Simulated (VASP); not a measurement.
Crystal: SiNi.

```
CELL_PARAMETERS angstrom
5.17310 0.00000 0.00000
0.00000 3.33810 0.00000
0.00000 0.00000 5.60490
ATOMIC_POSITIONS crystal
Si 0.32128 0.75000 0.08250
Si 0.17872 0.25000 0.58250
Si 0.82128 0.75000 0.41750
Si 0.67872 0.25000 0.91750
Ni 0.00779 0.25000 0.18752
Ni 0.49221 0.75000 0.68752
Ni 0.50779 0.25000 0.31248
Ni 0.99221 0.75000 0.81248
```

```yaml
Program: VASP 6.6.1
Task: relaxation of cell and atoms
Functional: LDA
Potentials_or_basis: VASP PAW LDA potentials, release 64 (Si, Ni)
Cutoff: 600 eV
k_mesh: 8 × 12 × 8
Occupations: methfessel-paxton, width 0.1 eV
Spin: no spin polarisation
```

At the start: pressure -8.7 GPa; volume 12.10 Å³/atom.

Question: Where does the relaxation end?

Answer: Over 16 steps the energy falls by 17.5 meV/atom and the volume is 11.53 Å³/atom (-4.7 %); space group Pnma (No. 62, to 0.05 Å).

Step by step:
```csv
step,energy change (eV),largest force (eV/Å),pressure (GPa),volume (Å³)
1,0.0000,0.1595,-8.70,96.79
2,0.0255,0.2193,11.61,87.87
3,-0.1287,0.1056,0.03,92.37
4,-0.1287,0.1054,0.04,92.28
5,-0.1281,0.1055,0.76,92.03
6,-0.1286,0.1054,0.36,92.19
7,-0.1321,0.0752,0.35,92.17
8,-0.1358,0.0957,0.43,92.11
9,-0.1383,0.0626,-0.26,92.42
10,-0.1385,0.0508,-0.54,92.53
11,-0.1398,0.0414,0.13,92.25
12,-0.1398,0.0417,0.09,92.24
13,-0.1401,0.0259,-0.01,92.27
14,-0.1402,0.0119,-0.10,92.30
15,-0.1402,0.0095,-0.10,92.31
16,-0.1403,0.0071,0.09,92.21
```

Final structure:
```xyz
8
Lattice="5.0444 0.0000 0.0000 0.0000 3.3378 0.0000 0.0000 0.0000 5.4767" Properties=species:S:1:pos:R:3 pbc="T T T"
Si    1.6143    2.5033    0.4784
Si    0.9079    0.8344    3.2167
Si    4.1365    2.5033    2.2600
Si    3.4301    0.8344    4.9983
Ni    0.0468    0.8344    1.0286
Ni    2.4754    2.5033    3.7670
Ni    2.5690    0.8344    1.7097
Ni    4.9976    2.5033    4.4481
```
